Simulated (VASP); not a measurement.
Given:

```
BaF2
1.0
    0.00000     3.11288     3.11288
    3.11288     0.00000     3.11288
    3.11288     3.11288     0.00000
Ba F
1 2
Direct
  0.00000   0.00000   0.00000
  0.25000   0.25000   0.25000
  0.75000   0.75000   0.75000
```

Method: r2SCAN meta-GGA, VASP's PBE PAW potentials (set 64) (plane waves; VASP 6.6.1). Run with 520 eV cut-off, 6×6×6 Γ-centred mesh, Gaussian smearing of 0.050 eV, potentials Ba_sv F.

**Question.** The job: BaF₂ (fluorite), 3 atoms, r2SCAN, static run, 520 eV, 6×6×6 Γ-centred mesh. Roughly how much core time does it take on a busy server core?

**Answer.** About 2 core-minutes (one run on a shared machine, a rough figure). It had 16 irreducible k-points, 16 bands, up to 1640 plane waves and 22 electronic steps.

The compound is BaF2 in the fluorite structure. It was relaxed first.
